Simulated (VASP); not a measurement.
A convergence study with VASP on CeO₂ (fluorite): one setting is varied, all else stays as given below, so the limit is that of these other settings.

```
CeO2
1.0
    0.00000     2.70500     2.70500
    2.70500     0.00000     2.70500
    2.70500     2.70500     0.00000
Ce O
1 2
Direct
  0.00000   0.00000   0.00000
  0.25000   0.25000   0.25000
  0.75000   0.75000   0.75000
```

Calculation: LDA (Ceperley-Alder, Perdew-Zunger), VASP's LDA PAW potentials (set 64) (plane waves; VASP). The tightest run used: 700 eV cut-off, 6×6×6 Γ-centred mesh, Gaussian smearing of 0.010 eV, potentials Ce O.

```
setting      mean ε∞  highest Γ mode (cm⁻¹)  plane waves
-----------  -------  ---------------------  -----------
ENCUT = 300     8.00                  401.2          483
ENCUT = 400     8.05                  429.0          745
ENCUT = 500     8.08                  424.9         1018
```

### Question
These are the cheaper rows. Estimate the results at ENCUT = 700, and how far the last row shown lies from them.

### Answer

| quantity | tightest run | last row shown is off by |
|---|---|---|
| mean ε∞ | 8.08 | 0.00 |
| highest Γ mode (cm⁻¹) | 424.7 | 0.1 |

Left out are rungs that failed or repeat a setting and relaxations that didn't move; long series are thinned to 24 rows.

The compound is CeO2 in the fluorite structure. The cell was not relaxed at this level. The run is not spin-polarised, so no magnetic state was tried.
